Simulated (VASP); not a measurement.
An input for Quantum ESPRESSO's pw.x (written as the equivalent of a VASP run, and not itself run):

```
&CONTROL
  calculation = 'vc-relax'
  pseudo_dir = './pseudo'
  outdir = './out'
  tprnfor = .true.
  tstress = .true.
  nstep = 40
  forc_conv_thr = 0.00078
/
&SYSTEM
  ibrav = 0
  nat = 8
  ntyp = 3
  ecutwfc = 84
  occupations = 'smearing'
  smearing = 'gaussian'
  degauss = 0.003675
  input_dft = 'pz'
/
&ELECTRONS
  conv_thr = 7.3e-08
  electron_maxstep = 100
/
&IONS
/
&CELL
  press = 50
/
ATOMIC_SPECIES
  Zn 65.380 Zn.upf
  Ge 72.630 Ge.upf
  P 30.974 P.upf
CELL_PARAMETERS angstrom
    -2.6913296    2.6913296    5.3096074
     2.6913296   -2.6913296    5.3096074
     2.6913296    2.6913296   -5.3096074
ATOMIC_POSITIONS crystal
  Zn   0.0000000  0.0000000  0.0000000
  Zn   0.7500000  0.2500000  0.5000000
  Ge   0.5000000  0.5000000  0.0000000
  Ge   0.2500000  0.7500000  0.5000000
  P    0.8750000  0.8741577  0.4991577
  P    0.1258423  0.6250000  0.0008423
  P    0.3750000  0.3758423  0.5008423
  P    0.6241577  0.1250000  0.9991577
K_POINTS automatic
  6 6 6 0 0 0
```

**Question.** Write the VASP files for the same calculation (LDA).

**Answer.** This is not unique; one that fits is 
### POSCAR
```
ZnGeP2
1.0
 -2.6913295791   2.6913295791   5.3096074155
  2.6913295791  -2.6913295791   5.3096074155
  2.6913295791   2.6913295791  -5.3096074155
Zn Ge P
2 2 4
direct
  0.0000000000   0.0000000000   0.0000000000
  0.7500000000   0.2500000000   0.5000000000
  0.5000000000   0.5000000000   0.0000000000
  0.2500000000   0.7500000000   0.5000000000
  0.8750000000   0.8741577130   0.4991577130
  0.1258422870   0.6250000000   0.0008422870
  0.3750000000   0.3758422870   0.5008422870
  0.6241577130   0.1250000000   0.9991577130
```

### INCAR
```
ENCUT = 500
LMAXMIX = 4   # l cut-off of mixed one-centre charges
SIGMA = 0.05   # width (eV)
ALGO = Normal   # blocked Davidson
IBRION = 2   # conjugate gradients
LCHARG = .FALSE.
PSTRESS = 50
PREC = Accurate
EDIFFG = -0.02
NELM = 100
SYSTEM = ZnGeP2
LWAVE = .FALSE.
LASPH = .TRUE.   # aspherical one-centre terms
LREAL = .FALSE.   # projection in real space or not
EDIFF = 1E-6   # SCF stop (eV)
ISIF = 3   # ions, shape and volume
ISMEAR = 0   # Gaussian
NSW = 40   # most ionic steps
```

**KPOINTS**
```
Automatic mesh
0
Gamma
6 6 6
0 0 0
```

POTCAR, in this order: Zn Ge_d P (LDA.64 set). Program: vasp_std.

Limits of the translation: the potentials are each code's own (VASP's PAW set, PseudoDojo norm-conserving files in pw.x), so ENCUT and ecutwfc are chosen apart and not converted; conv_thr bounds pw.x's estimated SCF error, while EDIFF bounds the energy change between steps; forc_conv_thr acts on force components and is met together with etot_conv_thr.

The compound is ZnGeP2 in the chalcopyrite structure. This run relaxes it under an external pressure of 5 GPa. Symmetry was kept, so distortions that lower it aren't found.
